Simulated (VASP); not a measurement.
Output of a VASP run:

File OSZICAR:
```
       N       E                     dE             d eps       ncg     rms          rms(c)
DAV:   1    -0.304703629198E+02   -0.30470E+02   -0.58684E+03  2866   0.107E+03
DAV:   2    -0.733578816819E+02   -0.42888E+02   -0.40775E+02  2741   0.192E+02
DAV:   3    -0.737146524443E+02   -0.35677E+00   -0.35310E+00  3104   0.183E+01
DAV:   4    -0.737154952073E+02   -0.84276E-03   -0.84264E-03  3024   0.935E-01
DAV:   5    -0.737154989094E+02   -0.37020E-05   -0.37018E-05  2976   0.564E-02    0.127E+01
DAV:   6    -0.699834908431E+02    0.37320E+01   -0.93278E-01  2627   0.990E+00    0.644E+00
DAV:   7    -0.693217623338E+02    0.66173E+00   -0.41368E+00  2679   0.244E+01    0.535E+00
DAV:   8    -0.698534926573E+02   -0.53173E+00   -0.14550E-01  2618   0.567E+00    0.546E+00
DAV:   9    -0.700736171576E+02   -0.22012E+00   -0.18812E+00  2667   0.130E+01    0.991E+00
DAV:  10    -0.702608874821E+02   -0.18727E+00   -0.10511E+01  2623   0.301E+01    0.249E+00
DAV:  11    -0.701370879131E+02    0.12380E+00   -0.17520E-01  2684   0.482E+00    0.183E+00
DAV:  12    -0.700370393582E+02    0.10005E+00   -0.38087E-02  2663   0.250E+00    0.139E+00
DAV:  13    -0.700926051197E+02   -0.55566E-01   -0.14078E-02  2612   0.146E+00    0.109E+00
DAV:  14    -0.702832923164E+02   -0.19069E+00   -0.22017E-01  2610   0.671E+00    0.168E+00
DAV:  15    -0.702804402316E+02    0.28521E-02   -0.67700E-03  2682   0.101E+00    0.163E+00
DAV:  16    -0.703191634421E+02   -0.38723E-01   -0.36537E-02  2728   0.166E+00    0.238E+00
DAV:  17    -0.703271830820E+02   -0.80196E-02   -0.14067E-03  2853   0.362E-01    0.255E+00
DAV:  18    -0.703080650738E+02    0.19118E-01   -0.70545E-03  2667   0.811E-01    0.220E+00
DAV:  19    -0.702730966156E+02    0.34968E-01   -0.43797E-02  2769   0.195E+00    0.127E+00
DAV:  20    -0.702589940586E+02    0.14103E-01   -0.22599E-02  2834   0.145E+00    0.634E-01
DAV:  21    -0.702557508779E+02    0.32432E-02   -0.40314E-03  2914   0.634E-01    0.353E-01
DAV:  22    -0.702542622458E+02    0.14886E-02   -0.25592E-03  2743   0.498E-01    0.149E-01
DAV:  23    -0.702538952225E+02    0.36702E-03   -0.10310E-03  2757   0.310E-01    0.245E-02
DAV:  24    -0.702539124987E+02   -0.17276E-04   -0.28238E-04  2703   0.156E-01    0.403E-02
DAV:  25    -0.702539249551E+02   -0.12456E-04   -0.74187E-06  2695   0.306E-02    0.437E-02
DAV:  26    -0.702539257069E+02   -0.75180E-06   -0.29359E-05  2777   0.568E-02    0.167E-02
DAV:  27    -0.702539245830E+02    0.11239E-05   -0.45208E-06  2984   0.240E-02    0.903E-03
DAV:  28    -0.702539268680E+02   -0.22850E-05   -0.83627E-07  2764   0.106E-02    0.491E-03
DAV:  29    -0.702539265215E+02    0.34654E-06   -0.52629E-07  2592   0.724E-03    0.203E-03
DAV:  30    -0.702539269769E+02   -0.45544E-06   -0.15329E-08  1307   0.143E-03    0.158E-03
DAV:  31    -0.702539267998E+02    0.17711E-06   -0.29555E-08  1311   0.160E-03    0.813E-04
DAV:  32    -0.702539272555E+02   -0.45568E-06   -0.39349E-08  1311   0.196E-03    0.139E-04
DAV:  33    -0.702539271444E+02    0.11106E-06   -0.35055E-09  1311   0.636E-04    0.884E-05
DAV:  34    -0.702539271667E+02   -0.22235E-07   -0.21757E-09  1311   0.498E-04
   1 F= -.70253927E+02 E0= -.70253664E+02  d E =-.790632E-03
```

### OUTCAR
```
------------------------ aborting loop because EDIFF is reached ----------------------------------------
  FORCE on cell =-STRESS in cart. coord.  units (eV):
  Direction    XX          YY          ZZ          XY          YZ          ZX
  --------------------------------------------------------------------------------------
  Total       -0.0163069     -0.0163069     -0.0163069     -0.0000000     -0.0000000      0.0000000
  in kB       -1.7663069     -1.7663069     -1.7663069     -0.0000000     -0.0000000      0.0000000
  external PRESSURE =      -1.7663069 kB  Pullay stress =       0.0000000 kB
  volume of cell :       14.79
      direct lattice vectors                 reciprocal lattice vectors
     0.000000000  1.948329374  1.948329374    -0.256630119  0.256630119  0.256630119
     1.948329374  0.000000000  1.948329374     0.256630119 -0.256630119  0.256630119
     1.948329374  1.948329374  0.000000000     0.256630119  0.256630119 -0.256630119
 POSITION                                       TOTAL-FORCE (eV/Angst)
 -----------------------------------------------------------------------------------
      0.00000      0.00000      0.00000        -0.000000      0.000000     -0.000000
 -----------------------------------------------------------------------------------
    total drift:                               -0.000000     -0.000000     -0.000000
  FREE ENERGIE OF THE ION-ELECTRON SYSTEM (eV)
  ---------------------------------------------------
  free  energy   TOTEN  =       -70.2539271667 eV

  energy  without entropy=      -70.2531365348  energy(sigma->0) =      -70.25366362
```
(Selected blocks of OUTCAR.)

POSCAR:
```
Pt
1
    0.0000000000     1.9483293743     1.9483293743
    1.9483293743     0.0000000000     1.9483293743
    1.9483293743     1.9483293743     0.0000000000
Pt
1
Direct
  1.0000000000   1.0000000000   0.0000000000
```

### Question
Write an INCAR and KPOINTS that could have produced this output.

### Answer
One answer among several that fit: the input of the run itself, SCAN meta-GGA, plane waves, VASP's PBE PAW potentials (set 64).

### INCAR
```
LCHARG = F
PREC = Accurate
SIGMA = 0.1   ! width (eV)
NELM = 100
ALGO = Normal   ! blocked Davidson
EDIFF = 1E-7
LMAXMIX = 6   ! l cut-off of mixed one-centre charges
LMIXTAU = T
LWAVE = F
ENCUT = 520   ! plane-wave cut-off (eV)
LASPH = T
ISMEAR = 1
SYSTEM = Pt
METAGGA = SCAN
LREAL = F   ! projection in real space or not
ISIF = 2   ! forces and stress, cell fixed
```

KPOINTS:
```
Automatic mesh
0
Gamma
16 16 16
0 0 0
```

POTCAR, in this order: Pt (PBE.64 set). Program: vasp_std.

The compound is Pt in the fcc structure. It was relaxed first.
